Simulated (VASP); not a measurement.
Output of a VASP run:

**OSZICAR**
```
       N       E                     dE             d eps       ncg     rms          rms(c)
DAV:   1    -0.517363322958E+01   -0.51736E+01   -0.12548E+03  1896   0.347E+02
DAV:   2    -0.758186218556E+01   -0.24082E+01   -0.22983E+01  2808   0.370E+01
DAV:   3    -0.759354346756E+01   -0.11681E-01   -0.11681E-01  2232   0.247E+00
DAV:   4    -0.759355354194E+01   -0.10074E-04   -0.10074E-04  2754   0.676E-02
DAV:   5    -0.759355355970E+01   -0.17766E-07   -0.17277E-07  2172   0.100E-03    0.118E+00
DAV:   6    -0.755046264709E+01    0.43091E-01   -0.52953E-03  2112   0.939E-01    0.718E-01
DAV:   7    -0.753277760719E+01    0.17685E-01   -0.59624E-03  2040   0.974E-01    0.258E-02
DAV:   8    -0.753275871836E+01    0.18889E-04   -0.11193E-05  2562   0.361E-02    0.879E-03
DAV:   9    -0.753275798425E+01    0.73411E-06   -0.23561E-06  2244   0.179E-02
   1 F= -.75327580E+01 E0= -.75312232E+01  d E =-.753276E+01
       N       E                     dE             d eps       ncg     rms          rms(c)
DAV:   1    -0.753679671294E+01   -0.40380E-02   -0.13978E-02  2154   0.132E+00    0.482E-02
DAV:   2    -0.753676075093E+01    0.35962E-04   -0.21030E-05  2490   0.522E-02    0.302E-02
DAV:   3    -0.753674850662E+01    0.12244E-04   -0.14078E-05  1950   0.589E-02    0.134E-03
DAV:   4    -0.753674813107E+01    0.37556E-06   -0.51784E-08  1746   0.293E-03
   2 F= -.75367481E+01 E0= -.75352072E+01  d E =-.399015E-02
       N       E                     dE             d eps       ncg     rms          rms(c)
DAV:   1    -0.753684639675E+01   -0.97890E-04   -0.42177E-04  2178   0.230E-01    0.851E-03
DAV:   2    -0.753684624153E+01    0.15522E-06   -0.64362E-07  2424   0.917E-03
   3 F= -.75368462E+01 E0= -.75353036E+01  d E =-.408826E-02
       N       E                     dE             d eps       ncg     rms          rms(c)
DAV:   1    -0.753684655900E+01   -0.16225E-06   -0.99218E-06  2136   0.405E-02    0.115E-03
DAV:   2    -0.753684668094E+01   -0.12194E-06   -0.86479E-09  1098   0.939E-04
   4 F= -.75368467E+01 E0= -.75353038E+01  d E =-.408870E-02
       N       E                     dE             d eps       ncg     rms          rms(c)
DAV:   1    -0.753686540955E+01   -0.18851E-04   -0.19563E-04  2256   0.926E-02    0.505E-03
DAV:   2    -0.753686513560E+01    0.27395E-06   -0.81157E-07  2052   0.779E-03
   5 F= -.75368651E+01 E0= -.75353132E+01  d E =-.184547E-04
```

**OUTCAR**
```
------------------------ aborting loop because EDIFF is reached ----------------------------------------
  FORCE on cell =-STRESS in cart. coord.  units (eV):
  Direction    XX          YY          ZZ          XY          YZ          ZX
  --------------------------------------------------------------------------------------
  Total        0.0044296      0.0044296      0.0066986      0.0000000      0.0000000      0.0000000
  in kB        0.4480499      0.4480498      0.6775506      0.0000000      0.0000000      0.0000000
  external PRESSURE =       0.5245501 kB  Pullay stress =       0.0000000 kB
  volume of cell :       15.84
      direct lattice vectors                 reciprocal lattice vectors
     1.133307867 -1.962946638  0.000000000     0.441186384 -0.254719100 -0.000000000
     1.133307867  1.962946638 -0.000000000     0.441186384  0.254719100 -0.000000000
     0.000000000 -0.000000000  3.560119745    -0.000000000  0.000000000  0.280889428
 POSITION                                       TOTAL-FORCE (eV/Angst)
 -----------------------------------------------------------------------------------
      1.13331      0.65432      0.89003         0.000000     -0.000000      0.000000
      1.13331     -0.65432      2.67009        -0.000000      0.000000      0.000000
 -----------------------------------------------------------------------------------
    total drift:                                0.000000     -0.000003      0.000005
  FREE ENERGIE OF THE ION-ELECTRON SYSTEM (eV)
  ---------------------------------------------------
  free  energy   TOTEN  =        -7.5368651356 eV

  energy  without entropy=       -7.5337612347  energy(sigma->0) =       -7.53531319

 reached required accuracy - stopping structural energy minimisation
```
(Selected blocks of OUTCAR.)

POSCAR:
```
Be
1
    1.1450000000    -1.9831980000     0.0000000000
    1.1450000000     1.9831980000     0.0000000000
    0.0000000000     0.0000000000     3.5800000000
Be
2
Direct
  0.3333330000   0.6666670000   0.2500000000
  0.6666670000   0.3333330000   0.7500000000
```

Question: Write an INCAR and KPOINTS that could have produced this output.

Answer: One answer among several that fit: the input of the run itself, PBE GGA, plane waves, VASP's PBE PAW potentials (set 64).

File KPOINTS:
```
Automatic mesh
0
Gamma
16 16 9
0 0 0
```

### INCAR
```
SYSTEM = Be
PREC = Accurate
ENCUT = 300
EDIFF = 1E-6
NELM = 100
ALGO = Normal
LREAL = .FALSE.
LASPH = .TRUE.
ISMEAR = -1
SIGMA = 0.1
GGA = PE
LWAVE = .FALSE.
LCHARG = .FALSE.
ISIF = 3
IBRION = 2
NSW = 50
EDIFFG = -0.01
```

POTCAR, in this order: Be (PBE.64 set). Program: vasp_std.

At this cut-off the stress carries a Pulay error, which pulls relaxed volumes low. Energy and stress use the plane-wave basis of the starting cell.

The structure is a typed Be crystal (P6_3/mmc). This run relaxes it. Symmetry was kept, so distortions that lower it aren't found. The run is one of a series of settings (EDIFFG = -0.01, IBRION = 2, ISIF = 3, NSW = 50 against the base run), some of them coarse on purpose.
